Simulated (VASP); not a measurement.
Given:

```yaml
crystal:
  lattice:
    - [0.00000, 3.50000, 3.50000]
    - [3.50000, 0.00000, 3.50000]
    - [3.50000, 3.50000, 0.00000]
  atoms:
    - { symbol: Ba, position: [0.00000, 0.00000, 0.00000] }
    - { symbol: Te, position: [0.50000, 0.50000, 0.50000] }
```

Method: G0W0 on PBE orbitals, VASP's PBE PAW potentials (set 64) (plane waves; VASP). Run with PREC = Normal, 500 eV cut-off, 4×4×4 Γ-centred mesh, Gaussian smearing of 0.010 eV, potentials Ba_sv_GW Te_GW.

The mesh is coarse and the basis finite, so the quasiparticle values are not converged.

NBANDS = 64, ENCUTGW = 150 eV, NOMEGA = 64. The PBE levels (eV) that the step starts from are:

| state | KS energy | filling |
|---|---|---|
| k1 (0.00, 0.00, 0.00), band 5 | -6.02 | 2 |
| k1 (0.00, 0.00, 0.00), band 6 | 3.46 | 2 |
| k1 (0.00, 0.00, 0.00), band 7 | 3.46 | 2 |
| k1 (0.00, 0.00, 0.00), band 8 | 3.46 | 2 |
| k1 (0.00, 0.00, 0.00), band 9 | 6.44 | 0 |
| k1 (0.00, 0.00, 0.00), band 10 | 6.46 | 0 |
| k1 (0.00, 0.00, 0.00), band 11 | 6.46 | 0 |
| k1 (0.00, 0.00, 0.00), band 12 | 6.46 | 0 |
| k5 (0.50, 0.25, 0.00), band 5 | -5.54 | 2 |
| k5 (0.50, 0.25, 0.00), band 6 | 1.92 | 2 |
| k5 (0.50, 0.25, 0.00), band 7 | 2.51 | 2 |
| k5 (0.50, 0.25, 0.00), band 8 | 2.72 | 2 |
| k5 (0.50, 0.25, 0.00), band 9 | 6.18 | 0 |
| k5 (0.50, 0.25, 0.00), band 10 | 8.46 | 0 |
| k5 (0.50, 0.25, 0.00), band 11 | 8.75 | 0 |
| k5 (0.50, 0.25, 0.00), band 12 | 8.93 | 0 |
| k8 (-0.25, 0.50, 0.25), band 5 | -5.61 | 2 |
| k8 (-0.25, 0.50, 0.25), band 6 | 2.23 | 2 |
| k8 (-0.25, 0.50, 0.25), band 7 | 2.57 | 2 |
| k8 (-0.25, 0.50, 0.25), band 8 | 2.57 | 2 |
| k8 (-0.25, 0.50, 0.25), band 9 | 6.99 | 0 |
| k8 (-0.25, 0.50, 0.25), band 10 | 6.99 | 0 |
| k8 (-0.25, 0.50, 0.25), band 11 | 8.35 | 0 |
| k8 (-0.25, 0.50, 0.25), band 12 | 8.65 | 0 |

Problem. Give the quasiparticle energies and renormalisation factors Z.

Solution. 
```tsv
state	QP energy (eV)	Z
k1 (0.00, 0.00, 0.00), band 5	-6.41	0.69
k1 (0.00, 0.00, 0.00), band 6	3.07	0.76
k1 (0.00, 0.00, 0.00), band 7	3.07	0.76
k1 (0.00, 0.00, 0.00), band 8	3.07	0.76
k1 (0.00, 0.00, 0.00), band 9	6.97	0.79
k1 (0.00, 0.00, 0.00), band 10	7.13	0.77
k1 (0.00, 0.00, 0.00), band 11	7.13	0.77
k1 (0.00, 0.00, 0.00), band 12	7.13	0.77
k5 (0.50, 0.25, 0.00), band 5	-5.89	0.70
k5 (0.50, 0.25, 0.00), band 6	1.34	0.74
k5 (0.50, 0.25, 0.00), band 7	2.01	0.75
k5 (0.50, 0.25, 0.00), band 8	2.26	0.75
k5 (0.50, 0.25, 0.00), band 9	6.74	0.77
k5 (0.50, 0.25, 0.00), band 10	9.29	0.75
k5 (0.50, 0.25, 0.00), band 11	9.77	0.74
k5 (0.50, 0.25, 0.00), band 12	10.00	0.76
k8 (-0.25, 0.50, 0.25), band 5	-5.95	0.70
k8 (-0.25, 0.50, 0.25), band 6	1.72	0.74
k8 (-0.25, 0.50, 0.25), band 7	2.04	0.75
k8 (-0.25, 0.50, 0.25), band 8	2.04	0.75
k8 (-0.25, 0.50, 0.25), band 9	7.66	0.77
k8 (-0.25, 0.50, 0.25), band 10	7.66	0.77
k8 (-0.25, 0.50, 0.25), band 11	9.21	0.77
k8 (-0.25, 0.50, 0.25), band 12	9.81	0.76
```
On the mesh the gap opens from 1.59 to 2.42 eV.

The compound is BaTe in the rock salt structure. The cell was not relaxed at this level.
